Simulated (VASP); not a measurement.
Output of a VASP run:

File OSZICAR:
```
       N       E                     dE             d eps       ncg     rms          rms(c)
DAV:   1    -0.180655209895E+01   -0.18066E+01   -0.15567E+03  1020   0.624E+02
DAV:   2    -0.628627950563E+01   -0.44797E+01   -0.44786E+01  1404   0.655E+01
DAV:   3    -0.636212695445E+01   -0.75847E-01   -0.75847E-01  1188   0.804E+00
DAV:   4    -0.636332195657E+01   -0.11950E-02   -0.11950E-02  1368   0.798E-01
DAV:   5    -0.636332734669E+01   -0.53901E-05   -0.53901E-05  1278   0.455E-02    0.292E+00
DAV:   6    -0.617807178097E+01    0.18526E+00   -0.14945E-01  1206   0.180E+00    0.148E+00
DAV:   7    -0.611398390707E+01    0.64088E-01   -0.20377E-01  1308   0.232E+00    0.223E-01
DAV:   8    -0.611576947137E+01   -0.17856E-02   -0.54971E-03  1188   0.663E-01    0.439E-02
DAV:   9    -0.611572324172E+01    0.46230E-04   -0.25921E-04  1500   0.969E-02    0.904E-03
DAV:  10    -0.611571733225E+01    0.59095E-05   -0.59621E-06  1116   0.220E-02    0.169E-03
DAV:  11    -0.611571618587E+01    0.11464E-05   -0.27010E-07  1404   0.514E-03    0.643E-04
DAV:  12    -0.611571524673E+01    0.93914E-06   -0.12985E-08   558   0.124E-03    0.810E-04
DAV:  13    -0.611571560498E+01   -0.35825E-06   -0.19103E-08   522   0.845E-04    0.548E-05
DAV:  14    -0.611571563934E+01   -0.34358E-07   -0.79855E-10   510   0.269E-04
   1 F= -.63496317E+01 E0= -.63496317E+01  d E =0.000000E+00
```

### OUTCAR
```
------------------------ aborting loop because EDIFF is reached ----------------------------------------
 Edisp (eV)   -0.23392
  FORCE on cell =-STRESS in cart. coord.  units (eV):
  Direction    XX          YY          ZZ          XY          YZ          ZX
  --------------------------------------------------------------------------------------
  Total      -0.00100    -0.00100    -0.00100     0.00000     0.00000     0.00000
  in kB      -0.10749    -0.10749    -0.10749     0.00000     0.00000     0.00000
  external pressure =       -0.11 kB  Pullay stress =        0.00 kB
  volume of cell :       14.88
      direct lattice vectors                 reciprocal lattice vectors
     0.000000000  1.952343729  1.952343729    -0.256102444  0.256102444  0.256102444
     1.952343729  0.000000000  1.952343729     0.256102444 -0.256102444  0.256102444
     1.952343729  1.952343729  0.000000000     0.256102444  0.256102444 -0.256102444
  FREE ENERGIE OF THE ION-ELECTRON SYSTEM (eV)
  ---------------------------------------------------
  free  energy   TOTEN  =        -6.3496316947 eV

  energy  without entropy=       -6.3496316947  energy(sigma->0) =       -6.34963169

 total charge

# of ion       s       p       d       tot
------------------------------------------
    1        2.025   0.067   0.000   2.092
    2        0.556   0.002   0.000   0.558
--------------------------------------------------
tot          2.581   0.069   0.000   2.650
```
(Selected blocks of OUTCAR.)

**POSCAR**
```
LiH
1
    0.0000000000     1.9523437288     1.9523437288
    1.9523437288     0.0000000000     1.9523437288
    1.9523437288     1.9523437288     0.0000000000
Li H
1 1
Direct
  0.0000000000   0.0000000000   0.0000000000
  0.5000000000   0.5000000000   0.5000000000
```

### Question
Reconstruct the remaining input files.

### Answer
One answer among several that fit: the input of the run itself, PBE GGA with D3 dispersion (zero damping), plane waves, VASP's PBE PAW potentials (set 64).

### KPOINTS
```
Regular mesh
0
G
  13 13 13
```

**INCAR**
```
ALGO = Normal
EDIFF = 1E-7
ENCUT = 520
GGA = PE
ISIF = 2
ISMEAR = -5
IVDW = 11
LASPH = T
LCHARG = T
LORBIT = 11
LREAL = F
LWAVE = F
NEDOS = 601
NELM = 100
PREC = Accurate
SYSTEM = LiH
```

POTCAR, in this order: Li_sv H (PBE.64 set). Program: vasp_std.

The compound is LiH in the rock salt structure. It was relaxed first, which changed the volume by -12 %.
